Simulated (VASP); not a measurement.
All values below come from LDA (Ceperley-Alder, Perdew-Zunger), VASP's LDA PAW potentials (set 64) (plane waves; VASP).

Input for VASP

File POSCAR:
```
LiF
1
    0.0000000000     1.9329949804     1.9329949804
    1.9329949804     0.0000000000     1.9329949804
    1.9329949804     1.9329949804     0.0000000000
Li F
1 1
Direct
  0.0000000000   0.0000000000   0.0000000000
  0.5000000000   0.5000000000   0.5000000000
```

### INCAR
```
SYSTEM=LiF
PREC=Accurate; ENCUT=520; LREAL=.FALSE.
LASPH=.TRUE.
EDIFF=1E-7; NELM=100; ALGO=Normal
ISMEAR=0; SIGMA=0.05
ISIF=2
LWAVE=.FALSE.; LCHARG=.FALSE.
```

**KPOINTS**
```
Regular mesh
0
G
  12 12 12
0 0 0
```

POTCAR, in this order: Li_sv F (LDA.64 set). Program: vasp_std.

Output of the run:

File OSZICAR:
```
       N       E                     dE             d eps       ncg     rms          rms(c)
DAV:   1     0.298255385888E+02    0.29826E+02   -0.60259E+03  1408   0.114E+03
DAV:   2    -0.100217210953E+02   -0.39847E+02   -0.38421E+02  1409   0.211E+02
DAV:   3    -0.109801309564E+02   -0.95841E+00   -0.95592E+00  1740   0.297E+01
DAV:   4    -0.109892702393E+02   -0.91393E-02   -0.91367E-02  1680   0.273E+00
DAV:   5    -0.109893533737E+02   -0.83134E-04   -0.83134E-04  1728   0.158E-01    0.425E+00
DAV:   6    -0.105094322522E+02    0.47992E+00   -0.23981E+00  1332   0.123E+01    0.128E+00
DAV:   7    -0.104995038977E+02    0.99284E-02   -0.18400E-02  1751   0.145E+00    0.769E-01
DAV:   8    -0.104948275065E+02    0.46764E-02   -0.83443E-03  1888   0.122E+00    0.819E-02
DAV:   9    -0.104948271349E+02    0.37164E-06   -0.59064E-04  1466   0.284E-01    0.352E-02
DAV:  10    -0.104948355781E+02   -0.84432E-05   -0.38434E-05  1475   0.596E-02    0.402E-03
DAV:  11    -0.104948354257E+02    0.15246E-06   -0.80518E-07  1662   0.119E-02    0.121E-03
DAV:  12    -0.104948354110E+02    0.14705E-07   -0.18983E-07  1506   0.381E-03
   1 F= -.10494835E+02 E0= -.10494835E+02  d E =-.141917E-30
```

OUTCAR:
```
------------------------ aborting loop because EDIFF is reached ----------------------------------------
  FORCE on cell =-STRESS in cart. coord.  units (eV):
  Direction    XX          YY          ZZ          XY          YZ          ZX
  --------------------------------------------------------------------------------------
  Total        0.2561678      0.2561678      0.2561678      0.0000000      0.0000000      0.0000000
  in kB       28.4127314     28.4127314     28.4127314      0.0000000      0.0000000      0.0000000
  external PRESSURE =      28.4127314 kB  Pullay stress =       0.0000000 kB
  volume of cell :       14.45
      direct lattice vectors                 reciprocal lattice vectors
     0.000000000  1.932994980  1.932994980    -0.258665959  0.258665959  0.258665959
     1.932994980  0.000000000  1.932994980     0.258665959 -0.258665959  0.258665959
     1.932994980  1.932994980  0.000000000     0.258665959  0.258665959 -0.258665959
  FREE ENERGIE OF THE ION-ELECTRON SYSTEM (eV)
  ---------------------------------------------------
  free  energy   TOTEN  =       -10.4948354110 eV

  energy  without entropy=      -10.4948354110  energy(sigma->0) =      -10.49483541
```
(Selected blocks of OUTCAR.)

The compound is LiF in the rock salt structure. This cell is one point of a volume scan, at 0.97 of the reference volume.
